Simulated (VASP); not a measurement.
Output of a VASP run:

File OUTCAR:
```
 ion  position               nearest neighbor table
   1  0.500  0.500  0.500-
   2  0.000  0.000  0.000-   5 2.84   5 2.84   4 2.84   3 2.84   4 2.84   3 2.84
   3  0.500  0.018  0.982-   2 2.84   2 2.84
   4  0.982  0.500  0.018-   2 2.84   2 2.84
   5  0.018  0.982  0.500-   2 2.84   2 2.84
  LATTYP: Found a trigonal (rhomboedric) cell.
 ALAT       =     5.6706899594
 COS(alpha) =     0.0049737933
 Subroutine PRICEL returns:
 Original cell was already a primitive cell.
 Subroutine GETGRP returns: Found  6 space group operations
The static configuration has the point symmetry D_3 .
The dynamic configuration has the point symmetry D_3 .
 Subroutine INISYM returns: Found  6 space group operations
 Subroutine IBZKPT returns following result:
 Found     19 irreducible k-points:

 Following reciprocal coordinates:
            Coordinates               Weight
  0.000000  0.000000  0.000000      1.000000
  0.200000  0.000000  0.000000      6.000000
  0.400000  0.000000  0.000000      6.000000
  0.200000  0.200000  0.000000      6.000000
  0.400000  0.200000  0.000000     12.000000
 -0.400000  0.200000 -0.000000     12.000000
 -0.200000  0.200000  0.000000      6.000000
  0.400000  0.400000  0.000000      6.000000
 -0.400000  0.400000  0.000000      6.000000
  0.200000  0.200000  0.200000      2.000000
  0.400000  0.200000  0.200000      6.000000
 -0.400000  0.200000  0.200000      6.000000
 -0.200000  0.200000  0.200000      6.000000
  0.400000  0.400000  0.200000      6.000000
 -0.400000  0.400000  0.200000     12.000000
 -0.200000  0.400000  0.200000     12.000000
 -0.400000 -0.400000  0.200000      6.000000
  0.400000  0.400000  0.400000      2.000000
 -0.400000  0.400000  0.400000      6.000000
 Subroutine IBZKPT_HF returns following result:
   k-points           NKPTS =     19   k-points in BZ     NKDIM =     19   number of bands    NBANDS=     78
   number of dos      NEDOS =   1001   number of ions     NIONS =      5
   total plane-waves  NPLWV =  64000
   dimension x,y,z NGX =    40 NGY =   40 NGZ =   40
   dimension x,y,z NGXF=    80 NGYF=   80 NGZF=   80
   ions per type =               1   1   3
   PREC   = accura    normal or accurate (medium, high low for compatibility)
   ISTART =      0    job   : 0-new  1-cont  2-samecut
   ICHARG =      2    charge: 1-file 2-atom 10-const
   ISPIN  =      1    spin polarized calculation?
   LNONCOLLINEAR =      F non collinear calculations
   LSORBIT =      F    spin-orbit coupling
   INIWAV =      1    electr: 0-lowe 1-rand  2-diag
   ENCUT  =  400.0 eV  29.40 Ry    5.42 a.u.   9.25  9.25  9.25*2*pi/ulx,y,z
   NELM   =    100;   NELMIN=  2; NELMDL= -5     # of ELM steps
   EDIFF  = 0.1E-06   stopping-criterion for ELM
   LREAL  =      F    real-space projection
   NLSPLINE    = F    spline interpolate recip. space projectors
   LMAXMIX     =    4 max onsite mixed and CHGCAR
   VOSKOWN=      0    Vosko Wilk Nusair interpolation
   EDIFFG = 0.1E-05   stopping-criterion for IOM
   NSW    =      0    number of steps for IOM
   NBLOCK =      1;   KBLOCK =      1    inner block; outer block
   IBRION =     -1    ionic relax: 0-MD 1-quasi-New 2-CG
   NFREE  =      0    steps in history (QN), initial steepest desc. (CG)
   ISIF   =      2    stress and relaxation
   ISYM   =      2    0-nonsym 1-usesym 2-fastsym
   TEIN   =    0.0    initial temperature
   TEBEG  =    0.0;   TEEND  =   0.0 temperature during run
   SMASS  =  -3.00    Nose mass-parameter (am)
   PSTRESS=    0.0 pullay stress
   NELECT =      44.0000    total number of electrons
   EFERMI =   0.00;   METHOD = LEGACY
   ISMEAR =     0;   SIGMA  =   0.01  broadening in eV -4-tet -1-fermi 0-gaus
   IALGO  =     38    algorithm
   LDIAG  =      T    sub-space diagonalisation (order eigenvalues)
   IMIX   =      4    mixing-type and parameters
     AMIX     =   0.40;   BMIX     =  1.00
     AMIX_MAG =   1.60;   BMIX_MAG =  1.00
     AMIN     =   0.10
...
```

### OSZICAR
```
       N       E                     dE             d eps       ncg     rms          rms(c)
DAV:   1     0.257351630048E+03    0.25735E+03   -0.13308E+04  2964   0.416E+02
DAV:   2    -0.771695691990E+02   -0.33452E+03   -0.30303E+03  3276   0.138E+02
DAV:   3    -0.118410902711E+03   -0.41241E+02   -0.40079E+02  3542   0.559E+01
DAV:   4    -0.119477965140E+03   -0.10671E+01   -0.10647E+01  3594   0.972E+00
DAV:   5    -0.119505677655E+03   -0.27713E-01   -0.27708E-01  4016   0.163E+00    0.522E+00
DAV:   6    -0.112211368467E+03    0.72943E+01   -0.19665E+00  3964   0.102E+01    0.422E+00
DAV:   7    -0.106686796380E+03    0.55246E+01   -0.82246E-01  3280   0.286E+00    0.209E+00
DAV:   8    -0.108127824713E+03   -0.14410E+01   -0.58518E-01  3374   0.244E+00    0.120E+00
DAV:   9    -0.108038071376E+03    0.89753E-01   -0.32496E-01  2982   0.187E+00    0.121E+00
DAV:  10    -0.108197889284E+03   -0.15982E+00   -0.17142E-01  3018   0.147E+00    0.302E-01
DAV:  11    -0.108150103621E+03    0.47786E-01   -0.20237E-01  2996   0.139E+00    0.438E-01
DAV:  12    -0.108160193149E+03   -0.10090E-01   -0.71478E-03  3492   0.218E-01    0.495E-01
DAV:  13    -0.108166556997E+03   -0.63638E-02   -0.26486E-03  3152   0.201E-01    0.362E-01
DAV:  14    -0.108163867195E+03    0.26898E-02   -0.17659E-02  3048   0.520E-01    0.434E-01
DAV:  15    -0.108173853600E+03   -0.99864E-02   -0.25780E-03  3072   0.171E-01    0.376E-01
DAV:  16    -0.108175273860E+03   -0.14203E-02   -0.17281E-04  3394   0.452E-02    0.300E-01
DAV:  17    -0.108177310531E+03   -0.20367E-02   -0.49445E-04  3290   0.980E-02    0.819E-02
DAV:  18    -0.108177628941E+03   -0.31841E-03   -0.17926E-04  3212   0.434E-02    0.285E-02
DAV:  19    -0.108177652137E+03   -0.23196E-04   -0.45830E-06  3762   0.741E-03    0.305E-02
DAV:  20    -0.108177649228E+03    0.29093E-05   -0.59900E-07  3572   0.250E-03    0.280E-02
DAV:  21    -0.108177662708E+03   -0.13480E-04   -0.23898E-06  3186   0.627E-03    0.121E-02
DAV:  22    -0.108177664476E+03   -0.17678E-05   -0.10407E-06  3180   0.366E-03    0.824E-03
DAV:  23    -0.108177664554E+03   -0.77698E-07   -0.23367E-08  3288   0.533E-04
   1 F= -.10817766E+03 E0= -.10817766E+03  d E =-.128628E-31
 imaginary and real dielectric function
```

**OUTCAR**
```
------------------------ aborting loop because EDIFF is reached ----------------------------------------
  FORCE on cell =-STRESS in cart. coord.  units (eV):
  Direction    XX          YY          ZZ          XY          YZ          ZX
  --------------------------------------------------------------------------------------
  Total       -0.0831545     -0.0831545     -0.1160430      0.0000000     -0.0000000      0.0000000
  in kB       -0.7306422     -0.7306422     -1.0196191      0.0000000     -0.0000001      0.0000000
  external PRESSURE =      -0.8269679 kB  Pullay stress =       0.0000000 kB
  volume of cell :      182.34
      direct lattice vectors                 reciprocal lattice vectors
     3.999799034  2.309285431  3.290218383     0.125006280  0.072172408  0.101310391
    -3.999799034  2.309285431  3.290218383    -0.125006280  0.072172408  0.101310391
     0.000000000 -4.618569865  3.290218385     0.000000000 -0.144344816  0.101310412
 POSITION                                       TOTAL-FORCE (eV/Angst)
 -----------------------------------------------------------------------------------
      0.00000      0.00000      4.93533         0.000000     -0.000000     -0.000000
      0.00000      0.00000      0.00000        -0.000000     -0.000000     -0.000000
      1.92710     -3.33783      4.93533         0.013427     -0.023255      0.000000
      1.92710      3.33783      4.93533         0.013427      0.023255     -0.000000
     -3.85419      0.00000      4.93533        -0.026853      0.000000      0.000000
 -----------------------------------------------------------------------------------
    total drift:                               -0.000002      0.000000     -0.000000
  FREE ENERGIE OF THE ION-ELECTRON SYSTEM (eV)
  ---------------------------------------------------
  free  energy   TOTEN  =      -108.1776645539 eV

  energy  without entropy=     -108.1776645539  energy(sigma->0) =     -108.17766455

 plasma frequency squared (from intraband transitions) (eV^2)
  --------------------------------------------------------------------------------------
       0.000       0.000       0.000
       0.000       0.000       0.000
       0.000       0.000       0.000

 plasma frequency squared (from interband transitions, int dw w eps(2)(w)) (eV^2)
  --------------------------------------------------------------------------------------
     274.339       0.000       0.000       0.000       0.000      -0.000
       0.000       0.000     274.339       0.000       0.000      -0.000
       0.000       0.000       0.000       0.000     274.430       0.000
```
(Selected blocks of OUTCAR.)

**POSCAR**
```
CsPbCl3
1
    3.9997990341     2.3092854310     3.2902183830
   -3.9997990341     2.3092854310     3.2902183830
    0.0000000000    -4.6185698649     3.2902183846
Cs Pb Cl
1 1 3
Direct
  0.5000000000   0.5000000000   0.5000000000
  0.0000000000   0.0000000000   0.0000000000
  0.5000000000   0.0182019065   0.9817980935
  0.9817980935   0.5000000000   0.0182019065
  0.0182019065   0.9817980935   0.5000000000
```

Q: Write an INCAR and KPOINTS that could have produced this output.

A: Several could match; the one computed here: the input of the run itself, r2SCAN meta-GGA, plane waves, VASP's PBE PAW potentials (set 64).

KPOINTS:
```
kpoints
0
gamma
5 5 5
0 0 0
```

INCAR:
```
ALGO=Normal
CSHIFT=0.1
EDIFF=1E-7
ENCUT=400
ISMEAR=0
LASPH=T
LCHARG=F
LMAXMIX=4
LMIXTAU=T
LOPTICS=T
LPEAD=T
LREAL=F
LWAVE=F
METAGGA=R2SCAN
NBANDS=78
NEDOS=1001
NELM=100
PREC=Accurate
SIGMA=0.01
SYSTEM=CsPbCl3
```

POTCAR, in this order: Cs_sv Pb_d Cl (PBE.64 set). Program: vasp_std.

The structure comes from a computed database's CsPbCl3 entry (R32); how it stands against other phases isn't given here. It was relaxed first.
